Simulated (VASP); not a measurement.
Method: PBEsol GGA, VASP's PBE PAW potentials (set 64) (plane waves; VASP).

Input for VASP

### INCAR
```
# general
SYSTEM=NaCl
PREC  =Accurate
ENCUT =400   # plane-wave cut-off (eV)
LREAL =.FALSE.   # projection in real space or not
LASPH =.TRUE.   # aspherical one-centre terms
ICHARG=11   # fixed density

# electronic loop
EDIFF =1E-7   # SCF stop (eV)
NELM  =100
ALGO  =Normal

# smearing
ISMEAR=0   # Gaussian
SIGMA =0.05   # width (eV)

# functional
GGA   =PS

# output
LWAVE =.FALSE.
LCHARG=.FALSE.
LORBIT=11   # lm-projected
```

File KPOINTS:
```
k-points along high-symmetry lines
15
Line-mode
Reciprocal
  0.000000   0.000000   0.000000 ! GAMMA
  0.500000   0.000000   0.500000 ! X

  0.500000   0.000000   0.500000 ! X
  0.625000   0.250000   0.625000 ! U

  0.375000   0.375000   0.750000 ! K
  0.000000   0.000000   0.000000 ! GAMMA

  0.000000   0.000000   0.000000 ! GAMMA
  0.500000   0.500000   0.500000 ! L

  0.500000   0.500000   0.500000 ! L
  0.500000   0.250000   0.750000 ! W

  0.500000   0.250000   0.750000 ! W
  0.500000   0.000000   0.500000 ! X
```

### POSCAR
```
NaCl
1
    0.0000000000     2.7959587678     2.7959587678
    2.7959587678     0.0000000000     2.7959587678
    2.7959587678     2.7959587678     0.0000000000
Cl Na
1 1
Direct
  0.0000000000   0.0000000000   0.0000000000
  0.5000000000   0.5000000000   0.5000000000
```

POTCAR, in this order: Cl Na_pv (PBE.64 set). Program: vasp_std. Read from the step before: CHGCAR.

Output of the run:

**OSZICAR**
```
       N       E                     dE             d eps       ncg     rms          rms(c)
DAV:   1     0.722503444051E+02    0.72250E+02   -0.64420E+03  1989   0.109E+03
DAV:   2    -0.662016979009E+00   -0.72912E+02   -0.67057E+02  2293   0.245E+02
DAV:   3    -0.647243515509E+01   -0.58104E+01   -0.57708E+01  2373   0.664E+01
DAV:   4    -0.658432327114E+01   -0.11189E+00   -0.11177E+00  2225   0.100E+01
DAV:   5    -0.658691368075E+01   -0.25904E-02   -0.25901E-02  2426   0.147E+00
DAV:   6    -0.658700087671E+01   -0.87196E-04   -0.87193E-04  2409   0.281E-01
DAV:   7    -0.658700454330E+01   -0.36666E-05   -0.36666E-05  2673   0.503E-02
DAV:   8    -0.658700467046E+01   -0.12716E-06   -0.12716E-06  2266   0.808E-03
DAV:   9    -0.658700467555E+01   -0.50886E-08   -0.50650E-08  1681   0.140E-03
   1 F= -.65870047E+01 E0= -.65870047E+01  d E =-.228905E-12
```

### OUTCAR
```
 val. band max:       -0.6336577473   @ k =   0.0000   0.0000   0.0000

 cond. band min:       4.3919175269   @ k =   0.0000   0.0000   0.0000



 k-point     1 :       0.0000    0.0000    0.0000
  band No.  band energies     occupation
      1     -21.2365      2.00000
      2     -21.2365      2.00000
      3     -21.2365      2.00000
      4     -13.3393      2.00000
      5      -0.6337      2.00000
      6      -0.6337      2.00000
      7      -0.6337      2.00000
      8       4.3919      0.00000
      9      10.3872      0.00000
     10      10.3872      0.00000
     11      10.3872      0.00000

 k-point     2 :       0.0357    0.0000    0.0357
  band No.  band energies     occupation
      1     -21.2368      2.00000
      2     -21.2364      2.00000
      3     -21.2364      2.00000
      4     -13.3335      2.00000
      5      -0.6743      2.00000
      6      -0.6428      2.00000
      7      -0.6428      2.00000
      8       4.4547      0.00000
      9      10.2903      0.00000
     10      10.4194      0.00000
     11      10.4194      0.00000

 k-point     3 :       0.0714    0.0000    0.0714
  band No.  band energies     occupation
      1     -21.2381      2.00000
      2     -21.2367      2.00000
      3     -21.2367      2.00000
      4     -13.3162      2.00000
      5      -0.7886      2.00000
      6      -0.6695      2.00000
      7      -0.6695      2.00000
      8       4.6347      0.00000
      9      10.0375      0.00000
     10      10.5149      0.00000
     11      10.5149      0.00000

 k-point     4 :       0.1071    0.0000    0.1071
  band No.  band energies     occupation
      1     -21.2399      2.00000
      2     -21.2373      2.00000
      3     -21.2373      2.00000
      4     -13.2887      2.00000
      5      -0.9576      2.00000
      6      -0.7119      2.00000
      7      -0.7119      2.00000
      8       4.9111      0.00000
      9       9.7001      0.00000
     10      10.6709      0.00000
...
```

The density is held fixed in this step, so its total energy and stress have no physical meaning.

The structure comes from a measured NaCl entry (Fm-3m) of the Crystallography Open Database, whose conditions weren't checked. It was relaxed first.
